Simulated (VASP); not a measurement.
# What goes wrong when Zr (Zirconium) is relaxed with a bad input, part 2 of 2

Aim: see how common mistakes in a VASP relaxation show up, on Zr (Zirconium). The starting structure is a measured crystal structure from the Crystallography Open Database.

VASP 6.6.1.

Results so far: reference 22.45 Å³ an atom.

### 5. Relaxation with a k mesh far too coarse

Level of this step: PBEsol; plane waves and PAW (Zr_sv) (VASP).

A slip made on purpose: a k mesh far too coarse. Against step 2 the input has a 2×2×2 mesh (also changed: NELM, NCORE and KPAR).

Input file INCAR:

```
SYSTEM = Zr
PREC = Accurate
ENCUT = 450
EDIFF = 1E-06
NELM = 60
ISMEAR = 1
SIGMA = 0.1
LREAL = .FALSE.
ALGO = Normal
GGA = PS
NBANDS = 18
LORBIT = 11
LWAVE = .FALSE.
LCHARG = .FALSE.
NCORE = 2
IBRION = 2
NSW = 50
ISIF = 3
EDIFFG = -0.01
```

Input file POSCAR:

```
Zr
1.0
    3.2320000000      0.0000000000      0.0000000000
   -1.6160000000      2.7989941050      0.0000000000
    0.0000000000      0.0000000000      5.1470000000
Zr
2
Direct
    0.6666666667      0.3333333333      0.7500000000
    0.3333333333      0.6666666667      0.2500000000
```

Input file KPOINTS:

```
Automatic mesh
0
Gamma
2 2 2
0 0 0
```

The projector-augmented-wave data sets are Zr_sv (PBE family, release 64).

Launch:

```sh
$ mpirun -np 2 vasp_std
```

What it wrote:

```text
[banner, memory and clock lines left out]
running    2 mpi-ranks, on    1 nodes
[...]
[... a notice as in an earlier step ...]

 LDA part: xc-table for (Slater+PW92), standard interpolation
 POSCAR, INCAR and KPOINTS ok, starting setup
[...]
entering main loop
       N       E                     dE             d eps       ncg     rms          rms(c)
DAV:   1     0.182712125515E+03    0.18271E+03   -0.12084E+04   144   0.117E+03
DAV:   2    -0.605875331828E+01   -0.18877E+03   -0.18600E+03   174   0.350E+02
DAV:   3    -0.196509536373E+02   -0.13592E+02   -0.13564E+02   242   0.654E+01
DAV:   4    -0.199897887633E+02   -0.33884E+00   -0.33876E+00   180   0.117E+01
[...]
DAV:   9    -0.192683197071E+02   -0.22415E-03   -0.11884E-03   192   0.342E-01    0.346E-02
DAV:  10    -0.192682887584E+02    0.30949E-04   -0.33395E-05   192   0.441E-02    0.239E-02
DAV:  11    -0.192682887875E+02   -0.29072E-07   -0.82879E-06   148   0.326E-02
   1 F= -.19268289E+02 E0= -.19268222E+02  d E =-.192683E+02
[...]
4 F= -.21760229E+02 E0= -.21758442E+02  d E =-.249194E+01
   5 F= -.21965935E+02 E0= -.21962824E+02  d E =-.269765E+01
   6 F= -.22026755E+02 E0= -.22023648E+02  d E =-.275847E+01
   7 F= -.22257130E+02 E0= -.22254018E+02  d E =-.230375E+00
   8 F= -.22258014E+02 E0= -.22254902E+02  d E =-.231259E+00
   9 F= -.22592894E+02 E0= -.22589587E+02  d E =-.334881E+00
  10 F= -.23351410E+02 E0= -.23351651E+02  d E =-.109340E+01
  11 F= -.23497918E+02 E0= -.23498160E+02  d E =-.123990E+01
  12 F= -.23589618E+02 E0= -.23589859E+02  d E =-.133160E+01
  13 F= -.23596804E+02 E0= -.23597046E+02  d E =-.133879E+01
  14 F= -.23657638E+02 E0= -.23657879E+02  d E =-.608336E-01
  15 F= -.23695766E+02 E0= -.23696008E+02  d E =-.989625E-01
  16 F= -.23695965E+02 E0= -.23696207E+02  d E =-.991614E-01
  17 F= -.23698312E+02 E0= -.23698553E+02  d E =-.234621E-02
  18 F= -.23699774E+02 E0= -.23700015E+02  d E =-.380831E-02
  19 F= -.23700177E+02 E0= -.23700419E+02  d E =-.421173E-02
  20 F= -.23700178E+02 E0= -.23700419E+02  d E =-.421221E-02
  21 F= -.23700221E+02 E0= -.23700462E+02  d E =-.432244E-04
 trial-energy change:   -0.000043  1 .order   -0.000042   -0.000071   -0.000014
 step:   0.3588(harm=  0.3588)  dis= 0.00000  next Energy=   -23.700222 (dE=-0.443E-04)
 reached required accuracy - stopping structural energy minimisation
```

The job ended after 12 s (2 MPI ranks of Intel Xeon 6975P-C (Granite Rapids), shared host; peak memory 0.27 GiB; 23 s of CPU time).

Parts of OUTCAR (step 5):

```text
  Total       -0.0117612     -0.0117612      0.0076840      0.0000000      0.0000000      0.0000000
  in kB       -0.4856874     -0.4856874      0.3173168      0.0000000      0.0000000      0.0000000
  external PRESSURE =      -0.2180193 kB  Pullay stress =       0.0000000 kB

 POSITION                                       TOTAL-FORCE (eV/Angst)
 -----------------------------------------------------------------------------------
      1.29921      0.75010      4.97643        -0.000000     -0.000000      0.000000
     -0.00000      1.50020      1.65881         0.000000      0.000000     -0.000000
 -----------------------------------------------------------------------------------
    total drift:                               -0.000000      0.000000     -0.000000

  FREE ENERGIE OF THE ION-ELECTRON SYSTEM (eV)
  ---------------------------------------------------
  free  energy   TOTEN  =       -23.7002207872 eV

  energy  without entropy=      -23.7009455254  energy(sigma->0) =      -23.70046237

[... 1 part as in an earlier step ...]

[... 3 further parts left out ...]
[key lines of the parts left out:]
E-fermi :   9.8489
```

With a k mesh far too coarse the cell ends at 19.399 Å³ an atom, -13.60 % from the reference, a by -18.5 %, b by -18.5 % and c by +30.0 %; the bulk modulus is 110.8 GPa against 99.5 GPa.

### 6. Relaxation with a cutoff far too low

A slip made on purpose: a cutoff far too low. Against step 2 the input has PREC = Normal and ENCUT = 130 (also changed: NELM).

Changes to INCAR since step 5:

```diff
@@ -1,4 +1,4 @@
 SYSTEM = Zr
-PREC = Accurate
-ENCUT = 450
+PREC = Normal
+ENCUT = 130
 EDIFF = 1E-06
@@ -14,3 +14,3 @@
 LCHARG = .FALSE.
-NCORE = 2
+KPAR = 2
 IBRION = 2
```

POSCAR is that of step 5.

Input file KPOINTS:

```
Automatic mesh
0
Gamma
10 10 6
0 0 0
```

Launch:

```sh
$ mpirun -np 2 vasp_std
```

What it wrote:

```text
[... set-up lines as in an earlier step ...]
 entering main loop
       N       E                     dE             d eps       ncg     rms          rms(c)
DAV:   1     0.620010627374E+02    0.62001E+02   -0.69344E+03  2764   0.506E+02
DAV:   2    -0.123461715104E+02   -0.74347E+02   -0.72481E+02  2950   0.161E+02
DAV:   3    -0.154310071173E+02   -0.30848E+01   -0.30716E+01  2522   0.259E+01
DAV:   4    -0.154662716321E+02   -0.35265E-01   -0.35236E-01  2724   0.247E+00
[...]
DAV:  11    -0.112579511753E+02   -0.10564E-04   -0.32988E-06  2176   0.868E-03    0.427E-02
DAV:  12    -0.112579458388E+02    0.53366E-05   -0.39441E-07  1242   0.402E-03    0.402E-02
DAV:  13    -0.112579452711E+02    0.56770E-06   -0.31357E-08  1166   0.103E-03
   1 F= -.11257945E+02 E0= -.11256965E+02  d E =-.112579E+02
[...]
-----------------------------------------------------------------------------
|                                                                             |
|     EEEEEEE  RRRRRR   RRRRRR   OOOOOOO  RRRRRR      ###     ###     ###     |
[...]
|     E        R   R    R   R    O     O  R   R                               |
|     E        R    R   R    R   O     O  R    R      ###     ###     ###     |
|     EEEEEEE  R     R  R     R  OOOOOOO  R     R     ###     ###     ###     |
|                                                                             |
|     Orbital orthonormalization failed in the inversion of matrix            |
|     LAPACK: Routine ZPOTRF failed! kpoint: 1 spin: 1                        |
|                                                                             |
|     Possible solutions for this issue are:                                  |
|     - Please check whether the atoms are too close to each other.           |
|     - Decreasing POTIM might help during relaxations or MDs.                |
|     - Deleting CHGCAR or WAVECAR if incompatible with the structure.        |
|     - Try calculating without symmetrizing (ISYM = 0 or ISYM = -1).         |
|     - As last resort: using a different PAW for some of the atoms.          |
|                                                                             |
|       ---->  I REFUSE TO CONTINUE WITH THIS SICK JOB ... BYE!!! <----       |
|                                                                             |
 -----------------------------------------------------------------------------

1
1
```

Run time: 3.4 s. Hardware: 2 MPI ranks.

VASP stopped with this message: “Orbital orthonormalization failed in the inversion of matrix LAPACK: Routine ZPOTRF failed! kpoint: 1 spin: 1”.

### 7. All runs side by side

```
                                          run            ended  volume (Å³/atom)  change (%)  bulk modulus (GPa)  pressure left (GPa)  core minutes
                                    reference        converged            22.453           -                99.5                -0.01          1.04
a functional's name that the tag doesn't take  stopped by VASP                 -           -                   -                    -        0.0867
                     too few electronic steps    not converged                 -           -                   -                    -          1.37
                      a k mesh far too coarse        converged            19.399       -13.6               110.8                -0.02           0.4
                         a cutoff far too low  stopped by VASP                 -           -                   -                    -         0.113
```

Core minutes are wall time times ranks, summed over the relaxations behind a row (those for a bulk modulus apart), on shared hosts.

### 8. Outcome

| Quantity | Value |
| --- | --- |
| volume of the reference | 22.45 Å³/atom |
| volume against the reference, a k mesh far too coarse | -13.60 % |
| run with a functional's name that the tag doesn't take | stopped by VASP |
| run with too few electronic steps | not converged |
| run with a cutoff far too low | stopped by VASP |

VASP stopped by itself in the runs with a functional's name that the tag doesn't take and a cutoff far too low. The run with too few electronic steps didn't converge. Finished, but with signs in the output that stand out against the reference: a k mesh far too coarse, with the volume changed by -13.6 %, a by -18.5 %, b by -18.5 % and c by +30.0 % (signs: -13.6 GPa at the first ionic step (of the first relaxations, not shown; reference: -3.4 GPa) and an energy that rises by up to 170.8 eV an atom on the way). The reference was restarted once and the runs with a slip weren't, so their cells may not have settled fully. Further runs on this material are not shown.

[Lines on the potential files, build, host, timing and source positions are cut from VASP's logs without a mark.]

[Logs are printed without paths, hosts, clocks, repeated set-up lines and the standing remarks that a program may print on its own settings, such as how far it seeks lower states.]

[Hosts, paths, dates, database ids (printed as entryN), source tags and the programs' standing remarks are cut or masked in the printed files.]
